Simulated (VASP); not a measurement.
Method: r2SCAN+rVV10, VASP's PBE PAW potentials (set 64) (plane waves; VASP 6.6.1).

VASP input:

**INCAR**
```
ISIF = 2
EDIFF = 1E-7
ENCUT = 520
METAGGA = R2SCAN
BPARAM = 11.95
LORBIT = 11   ! lm-projected
ISMEAR = -5
LASPH = .True.
LREAL = .False.
SYSTEM = MgO
LCHARG = .False.
NEDOS = 601
LMIXTAU = .True.
NELM = 100   ! most electronic steps
LWAVE = .False.
ALGO = Normal   ! blocked Davidson
PREC = Accurate
CPARAM = 0.0093
LUSE_VDW = .True.
```

### KPOINTS_OPT
```
k-points along high-symmetry lines
10
Line-mode
Reciprocal
  0.000000   0.000000   0.000000 ! GAMMA
  0.500000   0.000000   0.500000 ! X

  0.500000   0.000000   0.500000 ! X
  0.625000   0.250000   0.625000 ! U

  0.375000   0.375000   0.750000 ! K
  0.000000   0.000000   0.000000 ! GAMMA

  0.000000   0.000000   0.000000 ! GAMMA
  0.500000   0.500000   0.500000 ! L

  0.500000   0.500000   0.500000 ! L
  0.500000   0.250000   0.750000 ! W

  0.500000   0.250000   0.750000 ! W
  0.500000   0.000000   0.500000 ! X
```

File POSCAR:
```
MgO
1
    0.0000000000     2.0932870930     2.0932870930
    2.0932870930     0.0000000000     2.0932870930
    2.0932870930     2.0932870930     0.0000000000
Mg O
1 1
Direct
  0.0000000000   0.0000000000   0.0000000000
  0.5000000000   0.5000000000   0.5000000000
```

**KPOINTS**
```
Automatic mesh
0
Gamma
12 12 12
0 0 0
```

POTCAR, in this order: Mg O (PBE.64 set). Program: vasp_std.

Q: Estimate the energy per atom (σ→0), band gap (over mesh and band path).

A: 
The energy per atom (σ→0) is -7.945 eV/atom and the band gap (over mesh and band path) is 5.75 eV.

File OSZICAR:
```
...
DAV:  16    -0.158899589215E+02   -0.78440E-05   -0.97880E-07  1256   0.864E-03    0.615E-04
DAV:  17    -0.158899576763E+02    0.12452E-05   -0.81965E-08  1184   0.472E-03    0.188E-04
DAV:  18    -0.158899585128E+02   -0.83656E-06   -0.20906E-09   656   0.576E-04    0.689E-05
DAV:  19    -0.158899582187E+02    0.29412E-06   -0.86868E-10   632   0.338E-04    0.169E-05
DAV:  20    -0.158899585478E+02   -0.32914E-06   -0.31451E-10   632   0.215E-04    0.103E-05
DAV:  21    -0.158899585409E+02    0.69094E-08   -0.12252E-11   632   0.523E-05
   1 F= -.15889959E+02 E0= -.15889959E+02  d E =0.000000E+00
       N       E                     dE             ncg
```

The compound is MgO in the rock salt structure. It was relaxed first.
